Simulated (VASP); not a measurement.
Computed with r2SCAN meta-GGA, VASP's PBE PAW potentials (set 64) (plane waves; VASP).

The input files of a VASP run:

KPOINTS:
```
Regular mesh
0
G
7 7 7
0 0 0
```

POSCAR:
```
Al3Sc
1
    4.0638445191    -0.0000000000     0.0000000000
    0.0000000000     4.0638445191     0.0000000000
    0.0000000000     0.0000000000     4.0638445191
Sc Al
1 3
Direct
  0.0000000000   0.0000000000   0.0000000000
  0.0000000000   0.5000000000   0.5000000000
  0.5000000000   0.0000000000   0.5000000000
  0.5000000000   0.5000000000   0.0000000000
```

INCAR:
```
LMIXTAU  =  .TRUE.
NELM  =  100   # most electronic steps
EDIFF  =  1E-6   # SCF stop (eV)
LASPH  =  .TRUE.
NSW  =  60
ALGO  =  Normal   # blocked Davidson
ISIF  =  3   # ions, shape and volume
LREAL  =  .FALSE.   # projection in real space or not
ENCUT  =  520   # plane-wave cut-off (eV)
LWAVE  =  .FALSE.
SIGMA  =  0.1
PREC  =  Accurate
ISMEAR  =  1   # Methfessel-Paxton
IBRION  =  2   # conjugate gradients
LMAXMIX  =  4   # l cut-off of mixed one-centre charges
SYSTEM  =  Al3Sc
LCHARG  =  .FALSE.
EDIFFG  =  -0.02
METAGGA  =  R2SCAN
```

POTCAR, in this order: Sc_sv Al (PBE.64 set). Program: vasp_std.

The resulting files:

**OSZICAR**
```
       N       E                     dE             d eps       ncg     rms          rms(c)
DAV:   1     0.103051599755E+03    0.10305E+03   -0.87552E+03   560   0.135E+03
DAV:   2    -0.285213892445E+02   -0.13157E+03   -0.12979E+03   560   0.382E+02
DAV:   3    -0.370545638587E+02   -0.85332E+01   -0.82430E+01   904   0.800E+01
DAV:   4    -0.372005250877E+02   -0.14596E+00   -0.14543E+00   760   0.101E+01
DAV:   5    -0.372037072327E+02   -0.31821E-02   -0.31804E-02   830   0.163E+00    0.123E+01
DAV:   6    -0.335764489393E+02    0.36273E+01   -0.56595E+00   768   0.384E+01    0.452E+00
DAV:   7    -0.332392777064E+02    0.33717E+00   -0.55526E-01   674   0.787E+00    0.218E+00
DAV:   8    -0.334466530750E+02   -0.20738E+00   -0.67140E-01   764   0.779E+00    0.798E-01
DAV:   9    -0.334363736431E+02    0.10279E-01   -0.11712E-01   766   0.462E+00    0.377E-01
DAV:  10    -0.335051517624E+02   -0.68778E-01   -0.14115E-01   798   0.474E+00    0.265E-01
DAV:  11    -0.335013103258E+02    0.38414E-02   -0.12328E-02   882   0.171E+00    0.176E-01
DAV:  12    -0.335049204423E+02   -0.36101E-02   -0.48731E-03   714   0.858E-01    0.286E-02
DAV:  13    -0.335048684454E+02    0.51997E-04   -0.60767E-04   732   0.296E-01    0.204E-02
DAV:  14    -0.335049909155E+02   -0.12247E-03   -0.13964E-04   776   0.142E-01    0.987E-03
DAV:  15    -0.335050571231E+02   -0.66208E-04   -0.78435E-05   626   0.117E-01    0.769E-03
DAV:  16    -0.335050580680E+02   -0.94483E-06   -0.13783E-05   736   0.518E-02    0.357E-03
DAV:  17    -0.335050632893E+02   -0.52214E-05   -0.56182E-06   662   0.322E-02    0.138E-03
DAV:  18    -0.335050633036E+02   -0.14322E-07   -0.63496E-08   352   0.373E-03
   1 F= -.33505063E+02 E0= -.33504654E+02  d E =-.335051E+02
       N       E                     dE             d eps       ncg     rms          rms(c)
DAV:   1    -0.335753417552E+02   -0.70278E-01   -0.19176E+00   680   0.223E+01    0.212E+00
DAV:   2    -0.335128011416E+02    0.62541E-01   -0.39795E-01   798   0.920E+00    0.418E-01
DAV:   3    -0.335101365551E+02    0.26646E-02   -0.97290E-03   742   0.830E-01    0.234E-01
DAV:   4    -0.335086733653E+02    0.14632E-02   -0.46232E-03   692   0.501E-01    0.835E-02
DAV:   5    -0.335083657602E+02    0.30761E-03   -0.26904E-03   844   0.517E-01    0.571E-02
DAV:   6    -0.335089365017E+02   -0.57074E-03   -0.83073E-04   766   0.222E-01    0.371E-02
DAV:   7    -0.335089393903E+02   -0.28886E-05   -0.24338E-05   818   0.547E-02    0.343E-02
DAV:   8    -0.335089006407E+02    0.38750E-04   -0.22685E-04   916   0.204E-01    0.510E-02
DAV:   9    -0.335089082117E+02   -0.75711E-05   -0.31570E-05   930   0.662E-02    0.118E-02
DAV:  10    -0.335089461773E+02   -0.37966E-04   -0.62052E-05   706   0.113E-01    0.144E-02
DAV:  11    -0.335089460919E+02    0.85424E-07   -0.78293E-07   372   0.108E-02
   2 F= -.33508946E+02 E0= -.33508548E+02  d E =-.388279E-02
       N       E                     dE             d eps       ncg     rms          rms(c)
DAV:   1    -0.335170060947E+02   -0.80599E-02   -0.20247E-01   668   0.728E+00    0.678E-01
DAV:   2    -0.335104573621E+02    0.65487E-02   -0.34975E-02   772   0.277E+00    0.139E-01
DAV:   3    -0.335102170901E+02    0.24027E-03   -0.68878E-04   590   0.228E-01    0.747E-02
DAV:   4    -0.335100797381E+02    0.13735E-03   -0.51943E-04   738   0.173E-01    0.304E-02
DAV:   5    -0.335100946988E+02   -0.14961E-04   -0.18382E-04   820   0.125E-01    0.197E-02
DAV:   6    -0.335101164198E+02   -0.21721E-04   -0.39358E-05   662   0.544E-02    0.970E-03
DAV:   7    -0.335101145439E+02    0.18759E-05   -0.11356E-05   646   0.481E-02    0.518E-03
DAV:   8    -0.335101132069E+02    0.13370E-05   -0.13535E-05   680   0.530E-02    0.422E-03
DAV:   9    -0.335101162225E+02   -0.30156E-05   -0.40361E-06   578   0.293E-02    0.114E-03
DAV:  10    -0.335101160570E+02    0.16545E-06   -0.79319E-08   298   0.332E-03
   3 F= -.33510116E+02 E0= -.33509715E+02  d E =-.505275E-02
```

**OUTCAR**
```
------------------------ aborting loop because EDIFF is reached ----------------------------------------
  FORCE on cell =-STRESS in cart. coord.  units (eV):
  Direction    XX          YY          ZZ          XY          YZ          ZX
  --------------------------------------------------------------------------------------
  Total        0.0097764      0.0097764      0.0097764     -0.0000000     -0.0000000      0.0000000
  in kB        0.2297484      0.2297484      0.2297484     -0.0000000     -0.0000000      0.0000000
  external PRESSURE =       0.2297484 kB  Pullay stress =       0.0000000 kB
  volume of cell :       68.18
      direct lattice vectors                 reciprocal lattice vectors
     4.085185134  0.000000000  0.000000000     0.244786948  0.000000000 -0.000000000
    -0.000000000  4.085185134  0.000000000    -0.000000000  0.244786948  0.000000000
     0.000000000  0.000000000  4.085185134    -0.000000000 -0.000000000  0.244786948
 POSITION                                       TOTAL-FORCE (eV/Angst)
 -----------------------------------------------------------------------------------
      0.00000      0.00000      0.00000        -0.000000      0.000000      0.000000
     -0.00000      2.04259      2.04259         0.000000      0.000000      0.000000
      2.04259      0.00000      2.04259        -0.000000      0.000000      0.000000
      2.04259      2.04259      0.00000        -0.000000      0.000000      0.000000
 -----------------------------------------------------------------------------------
    total drift:                               -0.000000     -0.000000      0.000000
  FREE ENERGIE OF THE ION-ELECTRON SYSTEM (eV)
  ---------------------------------------------------
  free  energy   TOTEN  =       -33.5101160570 eV

  energy  without entropy=      -33.5089132461  energy(sigma->0) =      -33.50971512

 reached required accuracy - stopping structural energy minimisation
```
(Selected blocks of OUTCAR.)

**CONTCAR**
```
Al3Sc
   1.00000000000000
     4.0851851335467302    0.0000000000000000    0.0000000000000000
    -0.0000000000000000    4.0851851335467302    0.0000000000000000
     0.0000000000000000    0.0000000000000000    4.0851851335467302
  Sc              Al
     1     3
Direct
     0.0000000000000000    0.0000000000000000    0.0000000000000000
     0.0000000000000000    0.5000000000000000    0.5000000000000000
     0.5000000000000000    0.0000000000000000    0.5000000000000000
     0.5000000000000000    0.5000000000000000    0.0000000000000000
```

The compound is Al3Sc in the L1_2 structure. This run relaxes it. Symmetry was kept, so distortions that lower it aren't found. The start is the result of an earlier pass.
